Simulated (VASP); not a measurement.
Method: r2SCAN meta-GGA, VASP's PBE PAW potentials (set 64) (plane waves; VASP).

VASP input:

File KPOINTS:
```
Automatic mesh
0
Gamma
15 15 15
0 0 0
```

INCAR:
```
# general
SYSTEM =Li
PREC   =Accurate
ENCUT  =520
LREAL  =.FALSE.
LASPH  =.TRUE.

# electronic loop
EDIFF  =1E-7
NELM   =100
ALGO   =Normal
LMIXTAU=.TRUE.

# smearing
ISMEAR =1
SIGMA  =0.1

# functional
METAGGA=R2SCAN

# ions
ISIF   =2

# output
LWAVE  =.FALSE.
LCHARG =.FALSE.
```

**POSCAR**
```
Li
1
   -1.7452397292     1.7452397292     1.7452397292
    1.7452397292    -1.7452397292     1.7452397292
    1.7452397292     1.7452397292    -1.7452397292
Li
1
Direct
  0.0000000000   0.0000000000   0.0000000000
```

POTCAR, in this order: Li_sv (PBE.64 set). Program: vasp_std.

What VASP printed:

**OUTCAR**
```
 ion  position               nearest neighbor table
   1  0.000  0.000  0.000-
  LATTYP: Found a body centered cubic cell.
 ALAT       =     3.4904794584
 Subroutine PRICEL returns:
 Original cell was already a primitive cell.
 Subroutine GETGRP returns: Found 48 space group operations
The static configuration has the point symmetry O_h .
The dynamic configuration has the point symmetry O_h .
 Subroutine INISYM returns: Found 48 space group operations
 Subroutine IBZKPT returns following result:
 Found    120 irreducible k-points:

 Following reciprocal coordinates:
            Coordinates               Weight
  0.000000  0.000000  0.000000      1.000000
  0.066667  0.000000  0.000000     12.000000
  0.133333  0.000000  0.000000     12.000000
  0.200000  0.000000  0.000000     12.000000
  0.266667  0.000000  0.000000     12.000000
  0.333333  0.000000  0.000000     12.000000
  0.400000  0.000000  0.000000     12.000000
  0.466667  0.000000  0.000000     12.000000
  0.066667  0.066667  0.000000     24.000000
  0.133333  0.066667  0.000000     48.000000
  0.200000  0.066667  0.000000     48.000000
  0.266667  0.066667  0.000000     48.000000
  0.333333  0.066667  0.000000     48.000000
  0.400000  0.066667  0.000000     48.000000
  0.466667  0.066667  0.000000     24.000000
  0.133333  0.133333  0.000000     24.000000
  0.200000  0.133333  0.000000     48.000000
  0.266667  0.133333 -0.000000     48.000000
  0.333333  0.133333  0.000000     48.000000
  0.400000  0.133333  0.000000     48.000000
  0.200000  0.200000  0.000000     24.000000
  0.266667  0.200000  0.000000     48.000000
  0.333333  0.200000  0.000000     48.000000
  0.400000  0.200000  0.000000     24.000000
  0.266667  0.266667  0.000000     24.000000
...
```

OSZICAR:
```
       N       E                     dE             d eps       ncg     rms          rms(c)
DAV:   1     0.273902950127E+00    0.27390E+00   -0.70283E+02  1215   0.414E+02
DAV:   2    -0.248102752030E+01   -0.27549E+01   -0.26256E+01  1665   0.654E+01
DAV:   3    -0.265193315121E+01   -0.17091E+00   -0.17087E+00  1555   0.111E+01
DAV:   4    -0.265510920338E+01   -0.31761E-02   -0.31748E-02  1510   0.165E+00
DAV:   5    -0.265514163617E+01   -0.32433E-04   -0.32433E-04  1565   0.148E-01    0.118E-01
DAV:   6    -0.225181486860E+01    0.40333E+00   -0.15620E-01  1725   0.272E+00    0.347E-01
DAV:   7    -0.222250499726E+01    0.29310E-01   -0.10285E-02  1600   0.121E+00    0.270E-01
DAV:   8    -0.237195626154E+01   -0.14945E+00   -0.37477E-02  1390   0.301E+00    0.101E-01
DAV:   9    -0.238662790725E+01   -0.14672E-01   -0.99274E-03  1255   0.127E+00    0.307E-02
DAV:  10    -0.238025770105E+01    0.63702E-02   -0.90658E-03  1200   0.168E+00    0.338E-02
DAV:  11    -0.238526910829E+01   -0.50114E-02   -0.70550E-03  1200   0.143E+00    0.931E-03
DAV:  12    -0.237986375773E+01    0.54054E-02   -0.27315E-03  1200   0.803E-01    0.117E-02
DAV:  13    -0.237989824369E+01   -0.34486E-04   -0.71847E-05  1690   0.146E-01    0.140E-02
DAV:  14    -0.237994120063E+01   -0.42957E-04   -0.69758E-06  1435   0.406E-02    0.143E-02
DAV:  15    -0.238004656215E+01   -0.10536E-03   -0.57605E-05  1405   0.681E-02    0.130E-02
DAV:  16    -0.238005102245E+01   -0.44603E-05   -0.27677E-06  1280   0.239E-02    0.138E-02
DAV:  17    -0.238005269715E+01   -0.16747E-05   -0.93323E-08  1590   0.527E-03    0.136E-02
DAV:  18    -0.238030352656E+01   -0.25083E-03   -0.44750E-04  1280   0.170E-01    0.437E-03
DAV:  19    -0.238037078386E+01   -0.67257E-04   -0.54217E-05  1465   0.630E-02    0.233E-03
DAV:  20    -0.238033609556E+01    0.34688E-04   -0.70738E-06  1250   0.264E-02    0.769E-04
DAV:  21    -0.238033336890E+01    0.27267E-05   -0.29665E-07  1580   0.702E-03    0.334E-04
DAV:  22    -0.238032994695E+01    0.34219E-05   -0.85922E-07  1430   0.899E-03    0.627E-04
DAV:  23    -0.238032797593E+01    0.19710E-05   -0.51084E-08  1305   0.312E-03    0.562E-04
DAV:  24    -0.238033402166E+01   -0.60457E-05   -0.19358E-07  1255   0.457E-03    0.842E-05
DAV:  25    -0.238033332884E+01    0.69282E-06   -0.19564E-08  1115   0.245E-03    0.471E-05
DAV:  26    -0.238033348753E+01   -0.15869E-06   -0.64082E-10   600   0.404E-04    0.392E-05
DAV:  27    -0.238033358644E+01   -0.98904E-07   -0.77277E-10   600   0.434E-04
   1 F= -.23803336E+01 E0= -.23802988E+01  d E =-.104317E-03
```

OUTCAR:
```
------------------------ aborting loop because EDIFF is reached ----------------------------------------
  FORCE on cell =-STRESS in cart. coord.  units (eV):
  Direction    XX          YY          ZZ          XY          YZ          ZX
  --------------------------------------------------------------------------------------
  Total       -0.0554749     -0.0554749     -0.0554749      0.0000000      0.0000000      0.0000000
  in kB       -4.1800499     -4.1800499     -4.1800499      0.0000000      0.0000000      0.0000000
  external PRESSURE =      -4.1800499 kB  Pullay stress =       0.0000000 kB
  volume of cell :       21.26
      direct lattice vectors                 reciprocal lattice vectors
    -1.745239729  1.745239729  1.745239729     0.000000000  0.286493593  0.286493593
     1.745239729 -1.745239729  1.745239729     0.286493593  0.000000000  0.286493593
     1.745239729  1.745239729 -1.745239729     0.286493593  0.286493593  0.000000000
 POSITION                                       TOTAL-FORCE (eV/Angst)
 -----------------------------------------------------------------------------------
      0.00000      0.00000      0.00000         0.000000      0.000000     -0.000000
 -----------------------------------------------------------------------------------
    total drift:                                0.000000      0.000000     -0.000000
  FREE ENERGIE OF THE ION-ELECTRON SYSTEM (eV)
  ---------------------------------------------------
  free  energy   TOTEN  =        -2.3803335864 eV

  energy  without entropy=       -2.3802292699  energy(sigma->0) =       -2.38029881
```
(Selected blocks of OUTCAR.)

**OUTCAR**
```
 val. band max:        0.5722144253   @ k =   0.2000   0.2000   0.1333

 cond. band min:       0.5886732136   @ k =  -0.4000   0.4667   0.0667


 Fermi energy:         0.5763349969

 k-point     1 :       0.0000    0.0000    0.0000
  band No.  band energies     occupation
      1     -47.6928      2.00000
      2      -3.2660      2.00000
      3      16.3264      0.00000
      4      16.3274      0.00000
      5      16.3274      0.00000

 k-point     2 :       0.0667    0.0000    0.0000
  band No.  band energies     occupation
      1     -47.6919      2.00000
      2      -3.1758      2.00000
      3      15.6068      0.00000
      4      15.8093      0.00000
      5      16.1472      0.00000

 k-point     3 :       0.1333    0.0000    0.0000
  band No.  band energies     occupation
      1     -47.6898      2.00000
      2      -2.9068      2.00000
      3      13.6817      0.00000
      4      14.8092      0.00000
      5      15.6436      0.00000

 k-point     4 :       0.2000    0.0000    0.0000
  band No.  band energies     occupation
      1     -47.6867      2.00000
      2      -2.4587      2.00000
      3      11.3712      0.00000
      4      13.8183      0.00000
      5      14.9723      0.00000

 k-point     5 :       0.2667    0.0000    0.0000
  band No.  band energies     occupation
      1     -47.6833      2.00000
      2      -1.8342      2.00000
      3       9.1214      0.00000
      4      12.9776      0.00000
      5      14.3067      0.00000

 k-point     6 :       0.3333    0.0000    0.0000
  band No.  band energies     occupation
      1     -47.6799      2.00000
      2      -1.0462      2.00000
      3       7.0733      0.00000
      4      12.3309      0.00000
      5      13.7549      0.00000

 k-point     7 :       0.4000    0.0000    0.0000
  band No.  band energies     occupation
      1     -47.6772      2.00000
      2      -0.1443      2.00000
      3       5.3184      0.00000
...
```

The compound is Li in the bcc structure. This cell is one point of a volume scan, at 1.03 of the reference volume.
